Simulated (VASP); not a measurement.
These are PBE GGA, VASP's PBE PAW potentials (set 64) (plane waves; VASP) values and carry that method's errors.

Input for VASP

**POSCAR**
```
AlC62
1.0
  7.1465551589   0.0000000000   0.0000000000
  0.0000000000   7.1465551589   0.0000000000
  0.0000000000   0.0000000000   7.1465551589
C Al
62 1
Cart
  3.5732775795   0.0000000000   0.0000000000
  4.5132568329   0.9406653228   0.8886526943
  5.3708363055   1.8142387857   0.0141859120
  6.2754758437   2.6333769381   0.8731303765
  5.3156934859   0.0357685086   1.7739036284
  6.2712522296   0.8689067624   2.6646859962
  0.0000000000   0.0000000000   0.0000000000
  0.8933193949   0.8933193949   0.8933193949
  1.7866387897   1.7866387897   0.0000000000
  2.7174061336   2.6307398592   0.9180178895
  3.6046152238   3.5307770159   0.0156723955
  4.4675260265   4.4645816458   0.9389572961
  5.3599163692   5.3599163692   0.0000000000
  6.2532357640   6.2532357640   0.8933193949
  1.7866387897   0.0000000000   1.7866387897
  2.6552168106   0.8812345701   2.6904278879
  3.6005631270   1.7433521051   1.8052770056
  5.3647474405   3.5370159586   1.7464465635
  6.2277440018   4.4317146386   2.7226302654
  3.5913226312  -0.0262778833   3.5801811517
  4.4722713391   0.8505186760   4.5006288700
  5.3504328905   1.7510632381   3.5423187025
  6.2522995653   2.7011977465   4.5151792563
  5.3599163692   0.0000000000   5.3599163692
  6.2532357640   0.8933193949   6.2532357640
  0.0000000000   3.5732775795   0.0000000000
  0.8933193949   4.4665969743   0.8933193949
  1.7866387897   5.3599163692   0.0000000000
  2.6799581846   6.2532357640   0.8933193949
  0.0000000000   1.7866387897   1.7866387897
  0.8933193949   2.6799581846   2.6799581846
  1.7453888733   3.6200089036   1.7560158009
  2.6380722248   4.4434921615   2.6949945366
  3.5779657196   5.3796265683   1.8330270793
  4.4665969743   6.2532357640   2.6799581846
  0.0000000000   0.0000000000   3.5732775795
  0.8933193949   0.8933193949   4.4665969743
  1.7545936364   1.7489978837   3.5457133162
  2.6578681826   2.6332554466   4.4419913849
  4.4778027728   4.5078969166   4.4707634160
  5.3472884062   5.3111482768   3.6062660781
  6.2532357640   6.2532357640   4.4665969743
  1.7866387897   0.0000000000   5.3599163692
  2.6799581846   0.8933193949   6.2532357640
  3.5943241844   1.8318050183   5.3847649415
  4.4665969743   2.6799581846   6.2532357640
  5.3721226854   3.5953890211   5.3140140454
  6.2532357640   4.4665969743   6.2532357640
  0.0000000000   5.3599163692   1.7866387897
  0.8933193949   6.2532357640   2.6799581846
  0.0000000000   3.5732775795   3.5732775795
  0.8933193949   4.4665969743   4.4665969743
  1.7866387897   5.3599163692   3.5732775795
  2.6799581846   6.2532357640   4.4665969743
  0.0000000000   1.7866387897   5.3599163692
  0.8933193949   2.6799581846   6.2532357640
  1.7866387897   3.5732775795   5.3599163692
  2.6799581846   4.4665969743   6.2532357640
  3.5732775795   5.3599163692   5.3599163692
  4.4665969743   6.2532357640   6.2532357640
  0.0000000000   5.3599163692   5.3599163692
  0.8933193949   6.2532357640   6.2532357640
  3.5901934755   3.5993124799   3.5458276611
```

### KPOINTS
```
Automatic mesh
0
Gamma
1 1 1
0 0 0
```

**INCAR**
```
ENCUT=400   # plane-wave cut-off (eV)
GGA=PE
LCHARG=.FALSE.
NELECT=253.0
MAGMOM=63*0.0476
LORBIT=10
ALGO=Fast   # Davidson, then RMM-DIIS
ISIF=2
EDIFFG=-0.03   # ionic stop
ISPIN=2
IBRION=2
ISMEAR=0   # Gaussian
NUPDOWN=3
EDIFF=1E-5
LREAL=Auto
LWAVE=.TRUE.
NSW=70
ISYM=0
LASPH=.TRUE.   # aspherical one-centre terms
PREC=Normal
SIGMA=0.05
NELMIN=4
NELM=100   # most electronic steps
SYSTEM=AlC62
```

POTCAR, in this order: C Al (PBE.64 set). Program: vasp_gam.

Q: What will the output report for the number of irreducible k-points (NKPTS), largest plane-wave count, FFT grid (NGX, NGY, NGZ)?

A: 
```
Quantity                                       Value
--------------------------------------  ------------
number of irreducible k-points (NKPTS)             1
largest plane-wave count                        3310
FFT grid (NGX, NGY, NGZ)                36 × 36 × 36
```

The cell is a supercell with a defect, built from C (diamond): Al_C-vac_C, charge -2.
